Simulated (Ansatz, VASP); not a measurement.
## Cross-check of MgAl6ZnSi23O57 (glassy 82SiO2-11Al2O3-4ZnO-4MgO (mol %)) between VASP and Ansatz

One calculation is typed for both programs; each brings its own data sets. How far apart do they land? The structure shown is the start of the Ansatz relaxation below; VASP solves that cell, so the two are compared at the walk's first step.

Method: plane waves, with VASP 6.6.1 beside it; single point at PBEsol, in Ansatz 0.2.0.

### Step 1. The structure

The cell holds 88 atoms: 23 Si, 6 Al, 1 Zn, 1 Mg and 57 O. Cell: a = 10.564 Å, b = 10.564 Å, c = 10.564 Å, α = 90.0°, β = 90.0°, γ = 90.0°. As first built, before any earlier steps moved the atoms (in the runner's words): 88 atoms (23 Si, 6 Al, 1 Zn, 1 Mg, 57 O) placed at random at 2.41 g/cm^3, melted at 4000 K for 10 ps at fixed volume with the Morse and Coulomb pair potential with partial charges (Pedone, Malavasi, Menziani, Cormack and Segre, J. Phys. Chem. B 110, 11780 (2006)). Quenched from 4000 K to 300 K at 6 K/ps and fixed volume, held 10 ps at zero pressure.

### Step 2. Ansatz: relaxation, PBEsol

Ansatz runs on its default PAW (the set named soft_2) files.

The two programs are compared at the cell with which this relaxation starts, whose forces are those of its first step.

The input, input.yaml:

```yaml
crystal:
  lattice:
    - [10.56392, 0.0, 0.0]
    - [0.0, 10.56392, 0.0]
    - [0.0, 0.0, 10.56392]
  atoms:
    - { symbol: Si, position: [0.68104, 0.56867, 0.73854] }
    - { symbol: Si, position: [0.72679, 0.13924, 0.9585] }
    - { symbol: Si, position: [0.5653, 0.38907, 0.37288] }
    - { symbol: Si, position: [0.92307, 0.02455, 0.14864] }
    - { symbol: Si, position: [0.11547, 0.38357, 0.72818] }
    - { symbol: Si, position: [0.22206, 0.86736, 0.6724] }
    - { symbol: Si, position: [0.25609, 0.00552, 0.91922] }
    - { symbol: Si, position: [0.95016, 0.29419, 0.26916] }
    - { symbol: Si, position: [0.78079, 0.53919, 0.23913] }
    - { symbol: Si, position: [0.82418, 0.3193, 0.75334] }
    - { symbol: Si, position: [0.49785, 0.253, 0.11516] }
    - { symbol: Si, position: [0.19918, 0.55365, 0.11908] }
    - { symbol: Si, position: [0.89359, 0.76887, 0.85886] }
    - { symbol: Si, position: [0.14486, 0.24719, 0.46436] }
    - { symbol: Si, position: [0.52258, 0.02285, 0.76588] }
    - { symbol: Si, position: [0.50628, 0.79097, 0.33406] }
    - { symbol: Si, position: [0.65298, 0.6762, 0.99912] }
    - { symbol: Si, position: [0.35594, 0.56151, 0.36852] }
    - { symbol: Si, position: [0.38614, 0.03022, 0.24694] }
    - { symbol: Si, position: [0.7504, 0.19452, 0.48904] }
    - { symbol: Si, position: [0.15136, 0.97466, 0.40955] }
    - { symbol: Si, position: [0.15571, 0.62811, 0.56927] }
    - { symbol: Si, position: [0.77178, 0.91409, 0.37725] }
    - { symbol: Al, position: [0.4946, 0.76805, 0.63202] }
    - { symbol: Al, position: [0.10907, 0.79628, 0.04697] }
    - { symbol: Al, position: [0.25349, 0.296, 0.96554] }
    - { symbol: Al, position: [0.01311, 0.70168, 0.31646] }
    - { symbol: Al, position: [0.3832, 0.7864, 0.07335] }
    - { symbol: Al, position: [0.45003, 0.15765, 0.50092] }
    - { symbol: Zn, position: [0.76628, 0.92058, 0.6407] }
    - { symbol: Mg, position: [0.9255, 0.70892, 0.59977] }
    - { symbol: O, position: [0.96625, 0.37207, 0.76575] }
    - { symbol: O, position: [0.80171, 0.22388, 0.62456] }
    - { symbol: O, position: [0.77482, 0.75364, 0.95076] }
    - { symbol: O, position: [0.52646, 0.76305, 0.02001] }
    - { symbol: O, position: [0.41997, 0.12216, 0.14444] }
    - { symbol: O, position: [0.82262, 0.05509, 0.03168] }
    - { symbol: O, position: [0.2144, 0.13777, 0.96416] }
    - { symbol: O, position: [0.40849, 0.3232, 0.01771] }
    - { symbol: O, position: [0.40203, 0.01161, 0.8648] }
    - { symbol: O, position: [0.45395, 0.6534, 0.30838] }
    - { symbol: O, position: [0.27177, 0.62558, 0.47785] }
    - { symbol: O, position: [0.60528, 0.26598, 0.4659] }
    - { symbol: O, position: [0.69675, 0.58653, 0.11962] }
    - { symbol: O, position: [0.58288, 0.63352, 0.64449] }
    - { symbol: O, position: [0.73232, 0.04299, 0.46975] }
    - { symbol: O, position: [0.29992, 0.22908, 0.46026] }
    - { symbol: O, position: [0.52169, 0.31977, 0.24825] }
    - { symbol: O, position: [0.0909, 0.66106, 0.15802] }
    - { symbol: O, position: [0.48245, 0.81827, 0.47636] }
    - { symbol: O, position: [0.22715, 0.94248, 0.54212] }
    - { symbol: O, position: [0.83424, 0.64482, 0.74356] }
    - { symbol: O, position: [0.64967, 0.84779, 0.30538] }
    - { symbol: O, position: [0.8218, 0.82409, 0.48848] }
    - { symbol: O, position: [0.19136, 0.95602, 0.79522] }
    - { symbol: O, position: [0.25882, 0.52718, 0.2646] }
    - { symbol: O, position: [0.3015, 0.65055, 0.06029] }
    - { symbol: O, position: [0.83745, 0.24927, 0.3769] }
    - { symbol: O, position: [0.06798, 0.32067, 0.35386] }
    - { symbol: O, position: [0.41918, 0.87, 0.23171] }
    - { symbol: O, position: [0.64327, 0.06658, 0.85349] }
    - { symbol: O, position: [0.79928, 0.24737, 0.8809] }
    - { symbol: O, position: [0.87802, 0.42063, 0.2058] }
    - { symbol: O, position: [0.07375, 0.84925, 0.37103] }
    - { symbol: O, position: [0.44568, 0.45777, 0.42525] }
    - { symbol: O, position: [0.6322, 0.19823, 0.05916] }
    - { symbol: O, position: [0.97487, 0.16987, 0.18261] }
    - { symbol: O, position: [0.72762, 0.42979, 0.72524] }
    - { symbol: O, position: [0.08459, 0.10352, 0.44862] }
    - { symbol: O, position: [0.24544, 0.01034, 0.29944] }
    - { symbol: O, position: [0.03329, 0.62316, 0.47127] }
    - { symbol: O, position: [0.22359, 0.33751, 0.8139] }
    - { symbol: O, position: [0.6785, 0.47841, 0.34694] }
    - { symbol: O, position: [0.34089, 0.78292, 0.69986] }
    - { symbol: O, position: [0.11651, 0.76301, 0.62952] }
    - { symbol: O, position: [0.88955, 0.87839, 0.76318] }
    - { symbol: O, position: [0.86117, 0.65634, 0.28015] }
    - { symbol: O, position: [0.02061, 0.92581, 0.10335] }
    - { symbol: O, position: [0.62928, 0.59136, 0.87783] }
    - { symbol: O, position: [0.47543, 0.10459, 0.64714] }
    - { symbol: O, position: [0.58253, 0.8953, 0.70713] }
    - { symbol: O, position: [0.25402, 0.88307, 0.02301] }
    - { symbol: O, position: [0.85209, 0.96422, 0.26862] }
    - { symbol: O, position: [0.15032, 0.52426, 0.66544] }
    - { symbol: O, position: [0.47428, 0.06825, 0.36512] }
    - { symbol: O, position: [0.11674, 0.30241, 0.59518] }
    - { symbol: O, position: [0.17001, 0.42982, 0.05364] }
    - { symbol: O, position: [0.01756, 0.74002, 0.92836] }
kpoints:
  mp_grid: { grid: [1, 1, 1] }
hamiltonian:
  xc: pbesol
scf:
  occupations: { method: gaussian, width: 0.05 }
output:
  forces: true
relax:
  f_tol: 0.05
  max_steps: 200
  cell: {}
```

Run with:

```bash
$ ansatz run input.yaml --threads 4 --pin off --max-ram 8192MiB --backend cpu --events-out ev --progress --plain --runs-dir out
```

Numbers of over 12 decimals in the logs are rounded to 6 here.

The program printed:

```text
Engine: ansatz 0.2.0, aarch64-unknown-linux-gnu
Pseudopotentials: kind: paw
Pseudopotential: Si, paw, valence charge 4, recommended cutoff 420 eV (normal), Si.paw.azcp
Pseudopotential: Al, paw, valence charge 3, recommended cutoff 420 eV (normal), Al.paw.azcp
Pseudopotential: Zn, paw, valence charge 12, recommended cutoff 420 eV (normal), Zn.paw.azcp
Pseudopotential: Mg, paw, valence charge 10, recommended cutoff 420 eV (normal), Mg.paw.azcp
Pseudopotential: O, paw, valence charge 6, recommended cutoff 420 eV (normal), O.paw.azcp
Functional definition: PBEsol
  exchange = pbesol_x
  correlation = pbesol_c
Crystal: 88 atoms, lattice volume = 1178.896 Å³
Basis set: ecut = 420 eV, 22983 PW (Γ), exchange–correlation on 144×144×144 points (8 copies of the dense FFT grid, shifted against one another)
Bands: 325, of which v1, the nominal top of the filled ones, is band 237 counted from 1 (236 counted from 0)
Symmetry: 1 space group operations
Space group: P1 (ITA 1), of the structure as read, at distance tolerance 1.1e-4 Å
k-points: 1
Non-local potential: Si, projectors of the file, l = 0: 2, l = 1: 2, l = 2: 2
Non-local potential: Al, projectors of the file, l = 0: 2, l = 1: 2, l = 2: 1
Non-local potential: Zn, projectors of the file, l = 0: 2, l = 1: 2, l = 2: 3, l = 3: 1
Non-local potential: Mg, projectors of the file, l = 0: 3, l = 1: 2, l = 2: 1
Non-local potential: O, projectors of the file, l = 0: 2, l = 1: 2, l = 2: 1
PAW form: soft (Blöchl's): semilocal exchange-correlation on the pseudo side does not see the compensation charge
PAW frozen core: Si, regenerated for the run's functional, and the local potential with it (the file was generated under x = pbe(κ = 0.804, μ = 0.219515), c = pbe(β = 0.066725))
PAW frozen core: Al, regenerated for the run's functional, and the local potential with it (the file was generated under x = pbe(κ = 0.804, μ = 0.219515), c = pbe(β = 0.066725))
PAW frozen core: Zn, regenerated for the run's functional, and the local potential with it (the file was generated under x = pbe(κ = 0.804, μ = 0.219515), c = pbe(β = 0.066725))
PAW frozen core: Mg, regenerated for the run's functional, and the local potential with it (the file was generated under x = pbe(κ = 0.804, μ = 0.219515), c = pbe(β = 0.066725))
PAW frozen core: O, regenerated for the run's functional, and the local potential with it (the file was generated under x = pbe(κ = 0.804, μ = 0.219515), c = pbe(β = 0.066725))
PAW one-centre angular grid: Si, 110 points (default); XC on 64 Gauss nodes
PAW one-centre angular grid: Al, 110 points (default); XC on 64 Gauss nodes
PAW one-centre angular grid: Zn, 590 points (default); XC on 64 Gauss nodes
PAW one-centre angular grid: Mg, 110 points (default); XC on 64 Gauss nodes
PAW one-centre angular grid: O, 110 points (default); XC on 64 Gauss nodes
Initial density: superposition of atomic densities (neutral atoms: chi_scale 0, normalization atom), corrected by the library's trained network
Initial wavefunctions: pseudopotential atomic-orbital guess
Functional: x = pbesol(κ = 0.804, μ = 0.123457), c = pbesol(β = 0.046)
SCF iter   1: F=—  HF=-54691.961642 eV  |F-HF|=—  |Δ(HF+E_count)|=         —  Δρ=1.16e-2  dr2=1.23e0  ethr=1.77e-3  ⟨swp⟩=6.0  Hψ=1554  notcnv=0  defer=43
preconditioner: auto → Resta (q_TF=auto, 2.344 Å⁻¹)  ε∞=3.1  [insulator: Δε(μ)=3.777 eV  Ē_g=15.957 eV  σ=0.050 eV  W_gap=1.00  n_scr=250 (ndim 8)  ℏωp=23.3 eV  f_vac=0.171  D(μ)=0.00/eV (n_scr^D=0)  ε∞_Penn≈3.1]
SCF iter   2: F=—  HF=-54691.612521 eV  |F-HF|=—  |Δ(HF+E_count)|=   3.49e-1  Δρ=1.81e-3  dr2=2.39e-2  ethr=2.60e-4  ⟨swp⟩=2.0  Hψ=554  notcnv=0  defer=83
SCF iter   3: F=—  HF=-54691.613666 eV  |F-HF|=—  |Δ(HF+E_count)|=   1.15e-3  Δρ=8.37e-4  dr2=8.26e-3  ethr=5.04e-6  ⟨swp⟩=2.0  Hψ=418  notcnv=0  defer=83
SCF iter   4: F=—  HF=-54691.615351 eV  |F-HF|=—  |Δ(HF+E_count)|=   1.69e-3  Δρ=5.60e-4  dr2=3.11e-3  ethr=1.74e-6  ⟨swp⟩=2.0  Hψ=424  notcnv=0  defer=83
SCF iter   5: F=—  HF=-54691.614911 eV  |F-HF|=—  |Δ(HF+E_count)|=   4.40e-4  Δρ=8.89e-5  dr2=1.45e-4  ethr=6.55e-7  ⟨swp⟩=2.0  Hψ=472  notcnv=0  defer=83
SCF iter   6: F=—  HF=-54691.615000 eV  |F-HF|=—  |Δ(HF+E_count)|=   8.91e-5  Δρ=6.44e-5  dr2=3.69e-5  ethr=3.06e-8  ⟨swp⟩=2.0  Hψ=475  notcnv=0  defer=83
SCF iter   7: F=—  HF=-54691.616617 eV  |F-HF|=—  |Δ(HF+E_count)|=   1.62e-3  Δρ=1.60e-5  dr2=3.60e-6  ethr=7.79e-9  ⟨swp⟩=2.0  Hψ=495  notcnv=0  defer=83
SCF iter   8: F=—  HF=-54691.616622 eV  |F-HF|=—  |Δ(HF+E_count)|=   4.53e-6  Δρ=7.63e-6  dr2=7.33e-7  ethr=7.59e-10  ⟨swp⟩=2.0  Hψ=419  notcnv=0  defer=83
SCF iter   9: F=—  HF=-54691.616623 eV  |F-HF|=—  |Δ(HF+E_count)|=   7.40e-7  Δρ=3.44e-6  dr2=1.32e-7  ethr=1.55e-10  ⟨swp⟩=2.0  Hψ=419  notcnv=0  defer=83
[...]
atom  72  O     -0.01083020     0.00674410     0.00186550
  atom  73  O     -0.00156281    -0.00279403     0.00612993
  atom  74  O      0.00979875    -0.00318498     0.00046171
  atom  75  O     -0.01354726    -0.01936698    -0.02140624
  atom  76  O     -0.00194764    -0.00897455    -0.00096900
  atom  77  O      0.00007087     0.00495913    -0.00297964
  atom  78  O      0.00699720    -0.00925736     0.00377197
  atom  79  O      0.00164787    -0.00078966     0.00026582
  atom  80  O      0.00417704    -0.00133743     0.00148581
  atom  81  O     -0.00340096     0.00135114     0.00265444
  atom  82  O      0.00381113    -0.00453416     0.00287192
  atom  83  O      0.00263379     0.00262472     0.00172188
  atom  84  O     -0.00659666    -0.01085634     0.01244251
  atom  85  O      0.00197812     0.00514604     0.00568081
  atom  86  O     -0.00285513     0.00211543     0.00557447
  atom  87  O     -0.00039817     0.00513707     0.00206595
  atom  88  O     -0.00223997    -0.00113541     0.00252317
  max |Σ_I F_I| component: 1.89e-5 eV/Å
--- Stress (GPa, compression-positive) ---
        0.013252      -0.008529      -0.018031
       -0.008524      -0.018383       0.011245
       -0.018028       0.011243      -0.004213
  P = ⅓ Tr σ = -0.0031 GPa (-0.031 kbar)
--- Relaxed structure (15 steps of the walk, 13 accepted, 2 SCFs on fresh bases) ---
  F+E_penalty+E_count = -54699.02553079 eV   max|allowed force component| = 2.141e-2 eV/Å   (the final SCF, on the basis selected at the relaxed cell)
  cell:  # Å, volume = 1175.1635 Å³
    - [10.612704, -0.053913, -0.076826]
    - [-0.053913, 10.501291, 0.051991]
    - [-0.076826, 0.051991, 10.545670]
  atoms:
    - { symbol: Si, position: [0.695141, 0.578410, 0.742800] }
    - { symbol: Si, position: [0.723324, 0.163388, 0.951666] }
    - { symbol: Si, position: [0.570803, 0.386922, 0.365916] }
    - { symbol: Si, position: [0.912267, 0.036752, 0.141965] }
    - { symbol: Si, position: [0.105209, 0.368662, 0.708920] }
    - { symbol: Si, position: [0.231283, 0.860512, 0.672547] }
    - { symbol: Si, position: [0.264056, 0.00387131, 0.913300] }
    - { symbol: Si, position: [0.940505, 0.291505, 0.277905] }
    - { symbol: Si, position: [0.786956, 0.535357, 0.238810] }
    - { symbol: Si, position: [0.821649, 0.328183, 0.735646] }
    - { symbol: Si, position: [0.489836, 0.250181, 0.105159] }
    - { symbol: Si, position: [0.208467, 0.546841, 0.136715] }
    - { symbol: Si, position: [0.885916, 0.763212, 0.854644] }
    - { symbol: Si, position: [0.139487, 0.225672, 0.463063] }
    - { symbol: Si, position: [0.519169, 0.037195, 0.770056] }
    - { symbol: Si, position: [0.513271, 0.796056, 0.336182] }
    - { symbol: Si, position: [0.660942, 0.671887, 1.002364] }
    - { symbol: Si, position: [0.368439, 0.562285, 0.374784] }
    - { symbol: Si, position: [0.387939, 0.023598, 0.259878] }
    - { symbol: Si, position: [0.741551, 0.194549, 0.486475] }
    - { symbol: Si, position: [0.153529, 0.962346, 0.406964] }
    - { symbol: Si, position: [0.160798, 0.616261, 0.558008] }
    - { symbol: Si, position: [0.764843, 0.920168, 0.381667] }
    - { symbol: Al, position: [0.501041, 0.777981, 0.635370] }
    - { symbol: Al, position: [0.095931, 0.803268, 0.049770] }
    - { symbol: Al, position: [0.232103, 0.298233, 0.980596] }
    - { symbol: Al, position: [0.018115, 0.693324, 0.318573] }
    - { symbol: Al, position: [0.388812, 0.776636, 0.071100] }
    - { symbol: Al, position: [0.435317, 0.163695, 0.501416] }
    - { symbol: Zn, position: [0.754058, 0.931212, 0.650964] }
    - { symbol: Mg, position: [0.936527, 0.740168, 0.599062] }
    - { symbol: O, position: [0.956376, 0.399383, 0.730224] }
    - { symbol: O, position: [0.798613, 0.217023, 0.627464] }
    - { symbol: O, position: [0.777799, 0.767220, 0.961972] }
    - { symbol: O, position: [0.541441, 0.759272, 0.026725] }
    - { symbol: O, position: [0.428984, 0.109260, 0.140772] }
    - { symbol: O, position: [0.808704, 0.060259, 0.027842] }
    - { symbol: O, position: [0.211013, 0.127647, 0.977433] }
    - { symbol: O, position: [0.393178, 0.321643, 0.014698] }
    - { symbol: O, position: [0.414375, 0.00728505, 0.877574] }
    - { symbol: O, position: [0.469667, 0.651872, 0.297372] }
    - { symbol: O, position: [0.291835, 0.638285, 0.482938] }
    - { symbol: O, position: [0.598661, 0.263735, 0.467768] }
    - { symbol: O, position: [0.699212, 0.575968, 0.118571] }
    - { symbol: O, position: [0.606231, 0.653378, 0.644989] }
    - { symbol: O, position: [0.716793, 0.040830, 0.476964] }
    - { symbol: O, position: [0.291361, 0.227960, 0.455046] }
    - { symbol: O, position: [0.517019, 0.326813, 0.237399] }
    - { symbol: O, position: [0.102388, 0.668141, 0.169912] }
    - { symbol: O, position: [0.479696, 0.819677, 0.478416] }
    - { symbol: O, position: [0.238317, 0.937019, 0.536753] }
    - { symbol: O, position: [0.840106, 0.646432, 0.750096] }
    - { symbol: O, position: [0.654168, 0.843050, 0.305339] }
    - { symbol: O, position: [0.821667, 0.835284, 0.496326] }
    - { symbol: O, position: [0.187469, 0.954916, 0.784998] }
[...]
- { symbol: O, position: [0.583219, 0.909159, 0.707347] }
    - { symbol: O, position: [0.255388, 0.874442, 0.014213] }
    - { symbol: O, position: [0.846345, 0.984547, 0.272029] }
    - { symbol: O, position: [0.172487, 0.494283, 0.646279] }
    - { symbol: O, position: [0.470415, 0.058039, 0.382114] }
    - { symbol: O, position: [0.099500, 0.256245, 0.605659] }
    - { symbol: O, position: [0.157938, 0.419136, 0.072728] }
    - { symbol: O, position: [0.021486, 0.736942, 0.918345] }
```

Reading the cycles: dr2 is the Hartree energy of the density residual (eV), the measure of convergence; HF is the Harris–Foulkes estimate of the energy, which meets the free energy F at convergence.

[end of part 1 of 2]

[Lines on the potential files, build, host, timing and source positions are cut from VASP's logs without a mark.]

[Logs are printed without paths, hosts, clocks, repeated set-up lines and the standing remarks that a program may print on its own settings, such as how far it seeks lower states.]

[Hosts, paths, dates, database ids (printed as entryN), source tags and the programs' standing remarks are cut or masked in the printed files.]
